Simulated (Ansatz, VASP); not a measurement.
## Cross-check of Si2W between VASP and Ansatz

Aim: how closely do two programs agree when they are given the same cell, functional and k mesh? The cell is taken from a series of runs on this material, whose earlier steps may have relaxed, scaled, displaced or heated it; both programs get it as it stands.

Calculated with Ansatz 0.2.0; plane waves, with VASP 6.6.1 beside it; PBEsol.

## Step 1: The structure

Symmetry: I4/mmm, No. 139, tetragonal system. The conventional cell has a = 3.191 Å, b = 3.191 Å, c = 7.794 Å, α = 90.00°, β = 90.00°, γ = 90.00°. Si has 5 Si at 2.58 to 2.61 Å and 5 W at 2.60 to 2.61 Å nearest. Nearest to W lie 10 Si at 2.60 to 2.61 Å. Farther neighbours are not listed.

Coordinates:

```cif
data_structure
_symmetry_space_group_name_H-M 'I4/mmm'
_symmetry_Int_Tables_number 139
_cell_length_a 3.1914
_cell_length_b 3.1914
_cell_length_c 7.7936
_cell_angle_alpha 90.000
_cell_angle_beta 90.000
_cell_angle_gamma 90.000
_cell_volume 79.38
loop_
_atom_site_label
_atom_site_type_symbol
_atom_site_symmetry_multiplicity
_atom_site_Wyckoff_symbol
_atom_site_fract_x
_atom_site_fract_y
_atom_site_fract_z
_atom_site_occupancy
Si1 Si 4 e 0.00000 0.00000 0.33437 1
W1 W 2 a 0.00000 0.00000 0.00000 1
```

## Step 2: Ansatz: zone-centre phonons, PBEsol

Ansatz runs on its PAW soft_1 files.

Second derivatives magnify differences that forces hide, and they need a tight electronic threshold.

The input, input.yaml:

```yaml
crystal:
  lattice:
    - [-1.5957210658, 1.5957210658, 3.8968147422]
    - [1.5957210658, -1.5957210658, 3.8968147422]
    - [1.5957210658, 1.5957210658, -3.8968147422]
  atoms:
    - { symbol: Si, position: [0.3343714735, 0.3343714735, 0.0] }
    - { symbol: Si, position: [0.6656285265, 0.6656285265, 0.0] }
    - { symbol: W, position: [0.0, 0.0, 0.0] }
kpoints:
  mp_grid: { grid: [20, 20, 20] }
hamiltonian:
  xc: pbesol
  pseudopotentials: { kind: paw, azcp: { folder: soft_1 }, xc_functional: pbe }
scf:
  occupations: { method: methfessel_paxton, width: 0.2 }
output:
  eigenvalues: true
phonons:
  method: dfpt
```

Started as:

```bash
$ ansatz run input.yaml --threads 4 --pin off --max-ram 10240MiB --backend cpu --events-out ev --progress --plain --runs-dir out
```

Numbers of over 12 decimals in the logs are rounded to 6 here.

Log:

```text
zone centre: on kpoints.mp_grid the ground state, and the responses unless they are solved on pairs of k-points, stand on 1166 of the mesh's 8000 k-points, reduced under 4 symmetry operations, with k and −k counted as one. Each operation leaves every solved displacement unchanged or reverses it
Engine: ansatz 0.2.0, x86_64-unknown-linux-gnu
Pseudopotentials: kind: paw
Pseudopotential: Si, paw, valence charge 4, recommended cutoff 420 eV (normal), soft_1/Si.paw.azcp
Pseudopotential: W, paw, valence charge 14, recommended cutoff 420 eV (normal), soft_1/W.paw.azcp
Functional definition: PBEsol
  exchange = pbesol_x
  correlation = pbesol_c
Crystal: 3 atoms, lattice volume = 39.690 Å³
Basis set: ecut = 420 eV, 769 PW (Γ), exchange–correlation on 64×64×64 points (8 copies of the dense FFT grid, shifted against one another)
Bands: 15, of which v1, the nominal top of the filled ones, is band 11 counted from 1 (10 counted from 0)
Symmetry: 16 space group operations
k-points: 1166 of 8000 (irreducible under 4 space group operations, time reversal used)
Non-local potential: Si, projectors of the file, l = 0: 2, l = 1: 2, l = 2: 1
Non-local potential: W, projectors of the file, l = 0: 3, l = 1: 2, l = 2: 2, l = 3: 1
PAW form: soft (Blöchl's): semilocal exchange-correlation on the pseudo side does not see the compensation charge
PAW frozen core: Si, regenerated for the run's functional, and the local potential with it (the file was generated under x = pbe(κ = 0.804, μ = 0.219515), c = pbe(β = 0.066725))
PAW frozen core: W, regenerated for the run's functional, and the local potential with it (the file was generated under x = pbe(κ = 0.804, μ = 0.219515), c = pbe(β = 0.066725))
PAW one-centre angular grid: Si, 110 points (default); XC on 64 Gauss nodes
PAW one-centre angular grid: W, 590 points (default); XC on 64 Gauss nodes
Initial density: superposition of atomic densities (chi_scale 0.1, normalization cell, long waves kept (reshape's long-wave potential 0.00 eV rms))
Initial wavefunctions: pseudopotential atomic-orbital guess
Functional: x = pbesol(κ = 0.804, μ = 0.123457), c = pbesol(β = 0.046)
SCF iter   1: F=—  HF=-11502.234118 eV  |F-HF|=—  |Δ(HF+E_count)|=         —  Δρ=4.97e-2  dr2=9.55e-1  ethr=3.10e-3  ⟨swp⟩=5.3  Hψ=102184  notcnv=0
preconditioner: auto → Kerker (q_TF=auto, 2.473 Å⁻¹)  [metal: Δε(μ)=0.011 eV  Ē_g=8.405 eV  σ=0.200 eV  W_gap=0.05  n_scr=10 (ndim 8)  ℏωp=22.1 eV  f_vac=0.000  D(μ)=0.24/eV (n_scr^D=0)]
SCF iter   2: F=—  HF=-11501.989784 eV  |F-HF|=—  |Δ(HF+E_count)|=   2.44e-1  S|Δr|=    0.00e0  Δρ=2.67e-2  dr2=2.16e-1  ethr=3.10e-3  ⟨swp⟩=2.1  Hψ=31906  notcnv=0
SCF iter   3: F=—  HF=-11501.912920 eV  |F-HF|=—  |Δ(HF+E_count)|=   7.69e-2  S|Δr|=    0.00e0  Δρ=6.46e-3  dr2=1.34e-2  ethr=9.80e-4  ⟨swp⟩=2.7  Hψ=31135  notcnv=0
SCF iter   4: F=—  HF=-11501.907971 eV  |F-HF|=—  |Δ(HF+E_count)|=   4.95e-3  S|Δr|=    0.00e0  Δρ=5.08e-4  dr2=5.60e-5  ethr=6.09e-5  ⟨swp⟩=2.7  Hψ=26252  notcnv=0
SCF iter   5: F=—  HF=-11501.907952 eV  |F-HF|=—  |Δ(HF+E_count)|=   1.96e-5  S|Δr|=    0.00e0  Δρ=6.00e-5  dr2=1.07e-6  ethr=2.55e-7  ⟨swp⟩=2.1  Hψ=26243  notcnv=0
SCF iter   6: F=—  HF=-11501.907953 eV  |F-HF|=—  |Δ(HF+E_count)|=   1.40e-6  S|Δr|=    0.00e0  Δρ=1.04e-5  dr2=3.93e-8  ethr=4.86e-9  ⟨swp⟩=2.5  Hψ=24851  notcnv=0
SCF iter   7: F=—  HF=-11501.907953 eV  |F-HF|=—  |Δ(HF+E_count)|=   4.99e-9  S|Δr|=    0.00e0  Δρ=1.65e-6  dr2=1.48e-9  ethr=1.79e-10  ⟨swp⟩=2.3  Hψ=25882  notcnv=0
SCF iter   8: F=—  HF=-11501.907953 eV  |F-HF|=—  |Δ(HF+E_count)|=  3.47e-10  S|Δr|=    0.00e0  Δρ=2.77e-7  dr2=3.49e-11  ethr=6.75e-12  ⟨swp⟩=2.2  Hψ=25423  notcnv=0
SCF iter   9: F=-11501.907953 eV  HF=-11501.907953 eV  |F-HF|=1.82e-12  |Δ(HF+E_count)|=  2.00e-11  S|Δr|=    0.00e0  Δρ=2.76e-8  dr2=3.44e-13  ethr=1.00e-12  ⟨swp⟩=5.2  Hψ=73130  notcnv=0
the search or the solves at the SCF's close seem to have found levels that the self-consistency loop had missed (the run counts 1). By its estimate they hold under 1e-12 electrons; where the run keeps them, the occupations were computed again with them
SCF 1 converged in 9 iterations: F = -11501.907953 eV  dr2 = 3.44e-13
  greatest PAW one-centre occupation: 0.999 electrons in one spin orbital (limit 2), on the W atom at site 2 (counted from 0), in its partial waves of l = 0
DFPT response loops at Γ: preconditioner auto → Kerker (q_TF=auto, 2.473 Å⁻¹) (partly filled bands, converged f_vac=0.000); β = 1.00, the filter's whole step (`scf.mixing.beta` (0.50) is not read by the response loops under this deck's `scf.mixing.preconditioner`; to damp them name `kerker` or `kerker_dos`, under which they read `scf.mixing.beta`, and type it under 1.00, their step now; both keys bind the ground state too); Broyden in place of MSR1
SCF converged after 9 iterations
Stability not checked: this state was not tested for a lower state beside it, because cold or Methfessel-Paxton smearing, or corrected tetrahedra, fill the levels in a way that the test cannot read (fill_not_monotonic; see scf.lower_state_search)
Free energy (F): -11501.907953 eV
Harris-Foulkes:  -11501.907953 eV  (|F-HF|=1.82e-12)
Internal energy: -11501.908904 eV  (E = F + TS)
E sigma→0 (E₀):  -11501.908191 eV
Entropy (-TS):   0.000951 eV (0.317 meV/atom)
Fermi energy:    16.895526 eV
--- Per-component energies (eV) ---
  E_band       = -77.030900
  E_kinetic    = 514.771881
  E_local      = -874.775086  (includes V_loc(G=0)·N_el)
  E_nonlocal   = 21.354563
  E_hartree    = 381.609440
  E_xc         = -383.275795
  E_vxc        = -334.066382  (∫ρ·V_xc dr)
  E_paw        = -9446.770407  (= ΣΔE_a)
  E_vpaw       = -167.534949  (= ΣTr[D̂ρ^β])
  E_aug_tail   = 0.000210  (compensation charges beyond the density's cutoff)
  E_ewald      = -1715.108688
  E_core_change = 0.284979  (= ΣΔE_core)
  E_smearing   = 0.000951  (= −TS)
  E_closure    = -0.000000  (closes the sum)
  Σ components = -11501.907953   (vs F -11501.907953, Δ=0.00e0)
--- Band table (eV; the first three rows and the last of 1166) ---
  k-point 0: bands = [... 7 lower, 13.4666, 14.0195, 14.0195, 17.5566, 19.7493, 19.7950, 20.0859, 20.0859]
  k-point 1: bands = [... 7 lower, 13.4874, 13.7963, 14.3583, 17.1245, 19.6652, 20.0184, 20.1480, 20.1736]
  k-point 2: bands = [... 7 lower, 13.2478, 13.5522, 14.8483, 16.1472, 19.4578, 20.3159, 20.3630, 20.6149]
  k-point 1165: bands = [... 7 lower, 14.2609, 16.0951, 16.0951, 16.3923, 16.3923, 17.7388, 21.4578, 22.0045]
--- Phonons (Γ-DFPT): 4 representative perturbations + reference, on 1166 of 8000 k-points (Σ response iterations 12) ---
  k mesh reduced under 4 symmetry operations, with k and −k counted as one. Each operation leaves every solved displacement unchanged or reverses it
  ASR residual: 9.015e-6 → 0.000e0 eV/Å²; symmetrization residual: 1.557e-6 eV/Å²
  ASR residual per site (eV/Å²): 9.01e-6 9.01e-6 1.39e-6
  Γ frequencies (cm⁻¹): 0.00 0.00 0.00 267.69 267.69 311.73 347.69 347.69 454.81
  non-analytic LO–TO correction: not included (Born effective charges unavailable; polar crystals: no LO–TO splitting at Γ)
```

Reading the cycles: dr2 is the Hartree energy of the density residual (eV), the measure of convergence; HF is the Harris–Foulkes estimate of the energy, which meets the free energy F at convergence.

(Continued in part 2 of 2.)

[Lines on the potential files, build, host, timing and source positions are cut from VASP's logs without a mark.]

[Logs are printed without paths, hosts, clocks, repeated set-up lines and the standing remarks that a program may print on its own settings, such as how far it seeks lower states.]

[Hosts, paths, dates, database ids (printed as entryN), source tags and the programs' standing remarks are cut or masked in the printed files.]
